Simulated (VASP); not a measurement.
# GW on BAs, part 3 of 6

Aim: the quasiparticle gap of BAs, and what it costs to get it. The cell is of the zinc-blende type, one of the forms listed for this formula. The start is a cell from a database of measured crystal structures.

VASP 6.6.1, plane waves and PAW; the level of theory is named at each step.

So far, gap on the k-mesh (eV): step 3 (empty bands, functional PBE) 1.26.

## (4) evGW0 (continued)

Level of this step: evGW0 on PBE; plane waves and PAW (As_GW, B_GW) (VASP).

Parts of OUTCAR (step 4):

```text
The static configuration has the point symmetry T_d .

 Found     16 irreducible k-points:

   k-points           NKPTS =     16   k-points in BZ     NKDIM =    216   number of bands    NBANDS=    152

   NELECT =       8.0000    total number of electrons

 E-fermi :   6.8067

 QP shifts <psi_nk| G(iteration)W_0 |psi_nk>: iteration 1
 for sc-GW calculations column KS-energies equals QP-energies in previous step
 and V_xc(KS)=  KS-energies - (<T + V_ion + V_H > + <T+V_H+V_ion>^1  + <V_x>^1)
 k-point   1 :       0.0000    0.0000    0.0000
  band No.  KS-energies  QP-energies   sigma(KS)   V_xc(KS)     V^pw_x(r,r')   Z            occupation Imag(sigma)
      1      -9.2365     -10.0448     -12.8143     -11.6549     -19.6016       0.6971       2.0000       1.2062
      2       6.1743       5.5821     -13.3392     -12.5865     -13.9902       0.7867       2.0000       0.0438
      3       6.1743       5.5821     -13.3392     -12.5865     -13.9902       0.7867       2.0000       0.0438
      4       6.1743       5.5821     -13.3392     -12.5865     -13.9902       0.7867       2.0000       0.0438
      5       9.4405       9.6946     -11.0655     -11.3898      -6.7578       0.7837       0.0000      -0.0796
      6       9.4405       9.6946     -11.0655     -11.3898      -6.7578       0.7837       0.0000      -0.0796
      7       9.4405       9.6946     -11.0655     -11.3898      -6.7578       0.7837       0.0000      -0.0796
      8      10.8291      11.3180     -11.9746     -12.6195      -6.6662       0.7580       0.0000      -0.1180
    ...

 k-point   2 :       0.1667    0.0000    0.0000
  band No.  KS-energies  QP-energies   sigma(KS)   V_xc(KS)     V^pw_x(r,r')   Z            occupation Imag(sigma)
      1      -8.7832      -9.5860     -12.8378     -11.6950     -19.4607       0.7025       2.0000       1.1499
      2       3.2123       2.5346     -12.9265     -12.0461     -14.5714       0.7699       2.0000       0.0643
      3       5.4914       4.8920     -13.1677     -12.4031     -14.0149       0.7840       2.0000       0.0453
      4       5.4914       4.8920     -13.1677     -12.4031     -14.0149       0.7840       2.0000       0.0453
      5       9.4592       9.7366     -11.2754     -11.6312      -6.7505       0.7796       0.0000      -0.0894
      6      10.3277      10.5938     -11.2047     -11.5471      -6.6000       0.7772       0.0000      -0.0887
      7      10.3277      10.5938     -11.2047     -11.5471      -6.6000       0.7772       0.0000      -0.0887
      8      12.8060      13.1671     -11.7539     -12.2357      -6.0004       0.7493       0.0000      -0.1569
    ...

 k-point   3 :       0.3333    0.0000    0.0000
  band No.  KS-energies  QP-energies   sigma(KS)   V_xc(KS)     V^pw_x(r,r')   Z            occupation Imag(sigma)
      1      -7.5163      -8.2860     -12.9247     -11.8490     -19.0884       0.7155       2.0000       0.9825
      2      -0.5728      -1.3412     -12.6671     -11.6200     -16.0098       0.7338       2.0000       0.1996
      3       4.6567       4.0173     -13.1475     -12.3271     -14.3613       0.7794       2.0000       0.0524
      4       4.6567       4.0173     -13.1475     -12.3271     -14.3613       0.7794       2.0000       0.0524
      5       9.0191       9.2603     -11.3072     -11.6158      -6.8115       0.7812       0.0000      -0.0910
      6      10.9931      11.2335     -10.8694     -11.1792      -5.9786       0.7761       0.0000      -0.1044
      7      10.9931      11.2335     -10.8694     -11.1792      -5.9786       0.7761       0.0000      -0.1044
      8      14.8480      15.0593     -10.5472     -10.8306      -4.1423       0.7455       0.0000      -0.2585
    ...

 QP shifts <psi_nk| G(iteration)W_0 |psi_nk>: iteration 2
 k-point   1 :       0.0000    0.0000    0.0000
  band No. old QP-enery  QP-energies   sigma(KS)   T+V_ion+V_H  V^pw_x(r,r')   Z            occupation Imag(sigma)
      1     -10.0448     -10.2602     -12.7725       2.4183     -19.6016       0.6963       2.0000       1.2182
      2       5.5821       5.4964     -13.2873      18.7608     -13.9902       0.7889       2.0000       0.0460
      3       5.5821       5.4964     -13.2873      18.7608     -13.9902       0.7889       2.0000       0.0460
      4       5.5821       5.4964     -13.2873      18.7608     -13.9902       0.7889       2.0000       0.0460
      5       9.6946       9.7077     -11.1189      20.8302      -6.7578       0.7850       0.0000      -0.0822
      6       9.6946       9.7077     -11.1189      20.8302      -6.7578       0.7850       0.0000      -0.0822
      7       9.6946       9.7077     -11.1189      20.8302      -6.7578       0.7850       0.0000      -0.0822
      8      11.3180      11.3573     -12.0788      23.4487      -6.6662       0.7568       0.0000      -0.1270
    ...

 QP shifts <psi_nk| G(iteration)W_0 |psi_nk>: iteration 3
 k-point   1 :       0.0000    0.0000    0.0000
  band No. old QP-enery  QP-energies   sigma(KS)   T+V_ion+V_H  V^pw_x(r,r')   Z            occupation Imag(sigma)
      1     -10.2602     -10.3144     -12.7563       2.4183     -19.6016       0.6968       2.0000       1.2281
      2       5.4964       5.4814     -13.2834      18.7608     -13.9902       0.7896       2.0000       0.0461
      3       5.4964       5.4814     -13.2834      18.7608     -13.9902       0.7896       2.0000       0.0461
      4       5.4964       5.4814     -13.2834      18.7608     -13.9902       0.7896       2.0000       0.0461
      5       9.7077       9.7062     -11.1245      20.8302      -6.7578       0.7852       0.0000      -0.0824
      6       9.7077       9.7062     -11.1245      20.8302      -6.7578       0.7852       0.0000      -0.0824
      7       9.7077       9.7062     -11.1245      20.8302      -6.7578       0.7852       0.0000      -0.0824
      8      11.3573      11.3589     -12.0892      23.4487      -6.6662       0.7563       0.0000      -0.1279
    ...

 QP shifts <psi_nk| G(iteration)W_0 |psi_nk>: iteration 4
 k-point   1 :       0.0000    0.0000    0.0000
  band No. old QP-enery  QP-energies   sigma(KS)   T+V_ion+V_H  V^pw_x(r,r')   Z            occupation Imag(sigma)
      1     -10.3144     -10.3274     -12.7513       2.4183     -19.6016       0.6969       2.0000       1.2318
      2       5.4814       5.4784     -13.2832      18.7608     -13.9902       0.7899       2.0000       0.0461
      3       5.4814       5.4784     -13.2832      18.7608     -13.9902       0.7899       2.0000       0.0461
      4       5.4814       5.4784     -13.2832      18.7608     -13.9902       0.7899       2.0000       0.0461
      5       9.7062       9.7053     -11.1252      20.8302      -6.7578       0.7853       0.0000      -0.0824
      6       9.7062       9.7053     -11.1252      20.8302      -6.7578       0.7853       0.0000      -0.0824
      7       9.7062       9.7053     -11.1252      20.8302      -6.7578       0.7853       0.0000      -0.0824
      8      11.3589      11.3584     -12.0905      23.4487      -6.6662       0.7563       0.0000      -0.1280
    ...

[... 7 parts as in an earlier step ...]

[... 26 further parts left out ...]
```

Numbers from this step:

| Item | Value |
| --- | --- |
| quasiparticle gap on the mesh | 1.988 eV |
| smallest direct quasiparticle gap on the mesh | 4.227 eV |
| gap of the starting orbitals on the mesh | 1.265 eV |

QP gap by iteration, by row:

```tsv
iteration	gap (eV)	direct gap (eV)
1	1.897	4.112
2	1.976	4.211
3	1.986	4.225
4	1.988	4.227
```

GW takes the gap from 1.265 to 1.988 eV. The mesh misses a band edge: at the starting level the path gave a gap 0.10 eV smaller. Spin-orbit coupling is left out. The value holds for 152 bands, ENCUTGW = 180 eV and this mesh, and isn't shown to be converged in them.

[end of part 3 of 6]

[Lines on the potential files, build, host, timing and source positions are cut from VASP's logs without a mark.]

[Logs are printed without paths, hosts, clocks, repeated set-up lines and the standing remarks that a program may print on its own settings, such as how far it seeks lower states.]

[Hosts, paths, dates, database ids (printed as entryN), source tags and the programs' standing remarks are cut or masked in the printed files.]

[Pressures printed for these runs are not shown converged in the cutoff: they can be off by several GPa and have the wrong sign.]
